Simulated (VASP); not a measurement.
Cost and result of VASP (PAW) for the lattice constant a of NaF (rock salt). Static lattice. The cost counts the five points of the equation of state, each on the mesh and cut-off of its row, so the ratios hold those differences too. With PBE it took about 30 core-seconds. Costs are core time on shared hosts, one run each; read them as rough ratios.

```json
[
 {"level": "PBE", "k-mesh": "10×10×10", "cut-off (eV)": "520", "lattice constant a (Å)": "4.705", "cost over PBE": "reference"},
 {"level": "RPBE", "k-mesh": "9×9×9", "cut-off (eV)": "520", "lattice constant a (Å)": "4.823", "cost over PBE": "within a factor of 2"},
 {"level": "PBE-D4", "k-mesh": "10×10×10", "cut-off (eV)": "520", "lattice constant a (Å)": "4.683", "cost over PBE": "within a factor of 2"},
 {"level": "PBE-D3(BJ)", "k-mesh": "10×10×10", "cut-off (eV)": "520", "lattice constant a (Å)": "4.633", "cost over PBE": "within a factor of 2"},
 {"level": "rev-vdW-DF2", "k-mesh": "10×10×10", "cut-off (eV)": "520", "lattice constant a (Å)": "4.652", "cost over PBE": "about 3 times"},
 {"level": "revTPSS", "k-mesh": "10×10×10", "cut-off (eV)": "520", "lattice constant a (Å)": "4.674", "cost over PBE": "about 5 times"},
 {"level": "HSE06", "k-mesh": "8×8×8", "cut-off (eV)": "520", "lattice constant a (Å)": "(withheld)", "cost over PBE": "(withheld)"}
]
```

Some entries are withheld; supply them.

- HSE06, lattice constant a (Å): 4.650
- HSE06, cost over PBE: about 80 times

Left out are levels that failed, ran on another kind of processor or have no fit band path; at most nine are shown.

The compound is NaF in the rock salt structure.
